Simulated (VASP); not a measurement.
SiC (zinc blende): the LDA mean ε∞ (DFPT) against the volume, with the cell scaled uniformly; LDA's own equilibrium is at 10.159 Å³/atom. VASP (PAW), 520 eV cut-off, 12×12×12 Γ-centred mesh, Gaussian smearing of 0.010 eV, potentials Si C.  These are the first row's settings; the mesh is finer where the gap is small. Fit the value as a straight line in ln V.

```tsv
V (Å³/atom)	LDA mean ε∞ (DFPT)
9.245	6.75
9.549	6.81
9.854	6.87
10.159	6.95
10.464	7.02
10.768	7.11
```

Question: Fit the rows as the text says and predict the value at 8.94.

Answer: The slope against ln V is 2.35. The line misses the rows by up to 0.02 and gives 6.66 at 8.94. The run gave 6.69, +0.03 from the line.

Left out are failed runs and those whose mesh is unfit for this quantity.

The compound is SiC in the zinc blende structure.
